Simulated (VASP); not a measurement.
Write the native input for VASP 6.6.1 that does the following.

| Quantity | Value |
| --- | --- |
| Task | relaxation of cell and atoms |
| Functional | LDA |
| Potentials or basis | VASP PAW LDA potentials, release 64 (Zn, Ir, O) |
| Cutoff | 600 eV |
| k mesh | 6 × 6 × 6 |
| Occupations | gaussian, width 0.03 eV |
| Spin | no spin polarisation |
| Further INCAR settings | ALGO = Normal; EDIFF = 1e-06; IBRION = 2; EDIFFG = -0.01; NSW = 90; ISIF = 3 |

The structure of ZnIr2O4 lies in POSCAR:

```
ZnIr2O4
1.0
    0.0000000000      4.3746840000      4.3746840000
    4.3746840000      0.0000000000      4.3746840000
    4.3746840000      4.3746840000      0.0000000000
Zn Ir O
2 4 8
Direct
    0.7500000000      0.7500000000      0.7500000000
    0.5000000000      0.5000000000      0.5000000000
    0.1250000000      0.1250000000      0.6250000000
    0.1250000000      0.6250000000      0.1250000000
    0.6250000000      0.1250000000      0.1250000000
    0.1250000000      0.1250000000      0.1250000000
    0.3635620000      0.3635620000      0.9093140000
    0.3635620000      0.9093140000      0.3635620000
    0.9093140000      0.3635620000      0.3635620000
    0.3635620000      0.3635620000      0.3635620000
    0.8864380000      0.8864380000      0.3406860000
    0.8864380000      0.3406860000      0.8864380000
    0.3406860000      0.8864380000      0.8864380000
    0.8864380000      0.8864380000      0.8864380000
```

The cell comes from a database or a generator and needn't be the stable form of this composition.

One way to write it, as run:

INCAR

```
SYSTEM = ZnIr2O4
PREC     = Accurate       ! precision mode
ENCUT    = 600            ! plane-wave cutoff, eV
EDIFF    = 1E-6           ! SCF threshold, eV
ISMEAR   = 0              ! smearing method
SIGMA    = 0.03           ! smearing width, eV
LREAL    = .FALSE.        ! projectors in reciprocal space
LASPH    = .TRUE.         ! aspherical terms in the spheres
NELM     = 80             ! most SCF steps
ALGO     = Normal         ! electronic algorithm
ISIF     = 3              ! what is computed and relaxed
LWAVE    = .FALSE.        ! write WAVECAR
LCHARG   = .FALSE.        ! write CHGCAR
IBRION   = 2              ! ionic algorithm
NSW      = 90             ! ionic steps
EDIFFG   = -0.01          ! ionic threshold
KPAR     = 4
```

KPOINTS

```
regular mesh
0
G
  6 6 6
  0 0 0
```

Potentials or basis: VASP PAW LDA potentials, release 64 (Zn, Ir, O).

The run is started by

```bash
$ cat potpaw_LDA.64/Zn/POTCAR potpaw_LDA.64/Ir/POTCAR potpaw_LDA.64/O/POTCAR > POTCAR
$ mpirun -np 4 vasp_std > vasp.out
```

Results of the run:

```
Relaxed volume                         : 11.17 Å³/atom
Relaxed cell                           : a = 6.047 Å, b = 6.047 Å, c = 6.047 Å, α = 60.00°, β = 60.00°, γ = 60.00°
Space group after relaxing (to 0.05 Å) : Fd-3m (No. 227)
Energy gained by relaxing              : 34.7 meV/atom
Ionic steps                            : 10
Pressure after relaxing                : 0.0 GPa
Largest force after relaxing           : 0.003 eV/Å
Band gap on the k mesh                 : 0.65 eV, indirect (least direct gap 0.70 eV)
```

Caveat: spin-orbit coupling is left out, which moves the levels of the heavy elements.

It took 5.9 min on 4 MPI ranks on Intel(R) Xeon(R) Platinum 8488C (Sapphire Rapids), with other jobs on the host, peak memory 0.41 GiB a rank.
